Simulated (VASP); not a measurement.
Here is a VASP 6.6.1 calculation.

POSCAR

```
Li2CrCdS4
1.0
    4.3378894500      4.4028507800      0.0000000000
    4.3378894500     -4.4028507800      0.0000000000
    4.3445259700      0.0000000000     -4.3703886500
Cd Cr Li S
1 1 2 4
Direct
    0.0054000000      0.9946000000      0.5000000000
    0.2550500000      0.7449500000      0.0000000000
    0.7966000000      0.2034000000      0.0000000000
    0.5373000000      0.4627000000      0.5000000000
    0.6156000000      0.8502000000      0.9741000000
    0.1498000000      0.3844000000      0.0259000000
    0.3335000000      0.0803000000      0.5618000000
    0.9197000000      0.6665000000      0.4382000000
```

The input INCAR.step1:

```
SYSTEM = Li2CrCdS4
ALGO = Normal
EDIFF = 1E-4
ENCUT = 520
GGA = PE
ISMEAR = -1
LASPH = .True.
LCHARG = .False.
LREAL = .False.
LWAVE = .True.
NBANDS = 37
NELM = 100
PREC = Accurate
SIGMA = 0.1
```

INCAR.step2

```
SYSTEM = Li2CrCdS4
ALGO = Normal
EDIFF = 1E-7
ENCUT = 520
ISIF = 2
ISMEAR = -1
ISTART = 1
LASPH = .True.
LCHARG = .True.
LELF = .True.
LMIXTAU = .True.
LREAL = .False.
LVHAR = .True.
LWAVE = .False.
METAGGA = R2SCAN
NBANDS = 37
NELM = 100
PREC = Accurate
SIGMA = 0.1
```

The input KPOINTS:

```
k-points
0
Gamma
  4 4 4
  0 0 0
```

Potentials or basis: VASP PAW PBE potentials, release 64 (Cd, Cr_pv, Li_sv, S).

Command:

```bash
$ cat potpaw_PBE.64/Cd/POTCAR potpaw_PBE.64/Cr_pv/POTCAR potpaw_PBE.64/Li_sv/POTCAR potpaw_PBE.64/S/POTCAR > POTCAR
$ cp INCAR.step1 INCAR
$ mpirun -np 1 vasp_std > vasp.out
$ cp INCAR.step2 INCAR
$ mpirun -np 1 vasp_std > vasp.out
```

**Question.** Estimate the band gap on the k mesh.

**Answer.** None (metal or under the smearing width).

**Question.** Estimate the largest force.

**Answer.** 2.378 eV/Å.

Forces on the atoms (eV/Å):
```
Cd   0.000 -0.041  0.000
Cr   0.000 -0.065  0.000
Li   0.000 -0.157  0.000
Li   0.000 -0.262  0.000
S   -0.760 -1.162 -1.790
S    0.760 -1.162  1.790
S    1.710  1.425 -0.839
S   -1.710  1.425  0.839
```

Caveat: the PAW data sets were made with another functional, which shifts forces and pressure a little; the run has no spin polarisation, though such a crystal can be magnetic. With open d or f shells a metallic result of r2SCAN can be an artefact of self-interaction; +U or a hybrid may open a gap.
